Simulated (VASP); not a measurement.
Input of a VASP 6.6.1 run:

Contents of INCAR:

```
SYSTEM = HfCl4
PREC = Accurate
ENCUT = 520
EDIFF = 1E-7
ISMEAR = 0
SIGMA = 0.01
LREAL = .FALSE.
LASPH = .TRUE.
NELM = 60
ALGO = Normal
ISIF = 2
LWAVE = .FALSE.
LCHARG = .FALSE.
GGA = PE
IVDW = 12
NBANDS = 27
ISYM = 0
```

File KPOINTS:

```
Automatic mesh
0
G
  1 1 1
  0 0 0
```

POSCAR

```
HfCl4                                   
1.0
   14.0357389530      0.0000000000      0.0000000000
    0.0000000000     14.5357389530      0.0000000000
    0.0000000000      0.0000000000     15.0357389530
  Hf              Cl            
     1     4
Selective dynamics
Direct
     0.4999965332999992    0.5034335218999999    0.4999968914000021   F   F   F
     0.3593349287479645    0.4636941366532920    0.4305696253671746   T   T   T
     0.4774700592571756    0.5049893784211816    0.6519617921841260   T   T   T
     0.6162860538740020    0.3975099763478834    0.4644065745385188   T   T   T
     0.5469127571715132    0.6475697298373470    0.4530654256369273   T   T   T
```

Potentials or basis: VASP PAW PBE potentials, release 64 (Hf_pv, Cl).

Run with:

```console
$ cat potpaw_PBE.64/Hf_pv/POTCAR potpaw_PBE.64/Cl/POTCAR > POTCAR
$ mpirun -np 4 vasp_gam > vasp.out
```

Predict the gap between the frontier levels.

5.36 eV.

Predict the dispersion energy per atom.

-0.039 eV.

Forces on the atoms (eV/Å):
```
Hf   0.000  0.000  0.000
Cl   0.004  0.001  0.002
Cl   0.001  0.000 -0.004
Cl  -0.003  0.003  0.001
Cl  -0.001 -0.004  0.001
```

Caveat: spin-orbit coupling is left out, which moves the levels of the heavy elements. PBE gaps usually lie below the measured ones, often by a third to a half.
